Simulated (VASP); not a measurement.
An input for Ansatz (written as the equivalent of a VASP run, and not itself run):

Ansatz 0.2 input:
```yaml
crystal:
  lattice:
    - [4.3290000, 0.0000000, 0.0000000]
    - [0.0000000, 4.3290000, 0.0000000]
    - [0.0000000, 0.0000000, 4.3290000]
  atoms:
    - { symbol: Sr, position: [0.0000000, 0.0000000, 0.0000000] }
    - { symbol: Te, position: [0.5000000, 0.5000000, 0.5000000] }
kpoints:
  mp_grid: { grid: [6, 6, 6] }
hamiltonian:
  xc: pbesol
  pseudopotentials: { kind: paw }
scf:
  occupations: { method: gaussian, width: 0.05 }
  max_iter: 100
relax:
  max_steps: 60
  f_tol: 0.01
  cell: {}
output: { forces: true, stress: true, eigenvalues: true }
```

Task: Write the VASP files for the same calculation (PBEsol).

Result: This is not unique; one that fits is 
**KPOINTS**
```
Automatic mesh
0
Gamma
6 6 6
0 0 0
```

File POSCAR:
```
SrTe
1
    4.3290000000     0.0000000000     0.0000000000
    0.0000000000     4.3290000000     0.0000000000
    0.0000000000     0.0000000000     4.3290000000
Sr Te
1 1
Direct
  0.0000000000   0.0000000000   0.0000000000
  0.5000000000   0.5000000000   0.5000000000
```

### INCAR
```
ALGO=Normal
EDIFF=1E-6
EDIFFG=-0.01
ENCUT=400
GGA=PS
IBRION=2
ISIF=3
ISMEAR=0
LASPH=.TRUE.
LCHARG=.FALSE.
LMAXMIX=4
LREAL=.FALSE.
LWAVE=.FALSE.
NELM=100
NSW=60
PREC=Accurate
SIGMA=0.05
SYSTEM=SrTe
```

POTCAR, in this order: Sr_sv Te (PBE.64 set). Program: vasp_std.

What does not carry over: each code has its own PAW files, so the cut-off isn't converted (ENCUT is set for VASP's; basis.ecutwfc is left out, and Ansatz then takes the one that its files recommend); Ansatz stops its SCF on the density residual and VASP on the energy change (EDIFF).

The structure was generated: SrTe was put into the CsCl type type (Pm-3m), which need not be its known phase. This run relaxes it. Symmetry was kept, so distortions that lower it aren't found.
